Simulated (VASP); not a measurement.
Data:

```yaml
crystal:
  lattice:
    - [3.16767, 0.00000, 0.00000]
    - [0.00000, 3.16767, 0.00000]
    - [0.00000, 0.00000, 4.46032]
  atoms:
    - { symbol: Al, position: [0.50000, 0.50000, 0.50000] }
    - { symbol: Ga, position: [0.00000, 0.00000, 0.00000] }
    - { symbol: N, position: [0.50000, 0.00000, 0.73812] }
    - { symbol: N, position: [0.00000, 0.50000, 0.26188] }
```

Method: HSE06 screened hybrid, VASP's PBE PAW potentials (set 64) (plane waves; VASP). Numerical set-up: 500 eV cut-off, 6×6×4 Γ-centred mesh, Gaussian smearing of 0.050 eV, potentials Al Ga_d N.

### Question
Give the force on each atom (eV/Å).

### Answer

```
atom     Fx     Fy      Fz
----  -----  -----  ------
Al1   0.000  0.000   0.000
Ga2   0.000  0.000   0.000
N3    0.000  0.000   0.137
N4    0.000  0.000  -0.137
```

### Question
Give the stress tensor in GPa (positive for a compressed cell).

### Answer

```
-5.76   0.00   0.00
 0.00  -5.76   0.00
 0.00   0.00  -5.71
```
The pressure is its mean diagonal, -5.75 GPa.

The structure comes from a computed database's AlGaN2 entry (P-4m2); how it stands against other phases isn't given here. It was relaxed first. The cell's shape comes from a PBE relaxation.
